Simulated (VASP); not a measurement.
Input:

```yaml
crystal:
  lattice:
    - [0.00000, 2.34605, 2.34605]
    - [2.34605, 0.00000, 2.34605]
    - [2.34605, 2.34605, 0.00000]
  atoms:
    - { symbol: Na, position: [0.00000, 0.00000, 0.00000] }
    - { symbol: F, position: [0.50000, 0.50000, 0.50000] }
```

Level of theory: PBE GGA, VASP's PBE PAW potentials (set 64) (plane waves; VASP). Run with 520 eV cut-off, 9×9×9 Γ-centred mesh, Gaussian smearing of 0.050 eV, potentials Na_pv F.

Task: Predict the energy per atom (σ→0), band gap (on the k-mesh) with the smallest direct gap where there is one.

Result: 
```json
{
  "band gap (on the k-mesh)": "6.10 eV",
  "smallest direct gap (on the k-mesh)": "6.10 eV",
  "energy per atom (σ→0)": "-4.285 eV/atom"
}
```

Only differences to runs with the same potentials and settings are physical.

The compound is NaF in the rock salt structure. It was relaxed first. The start is the result of an earlier pass.
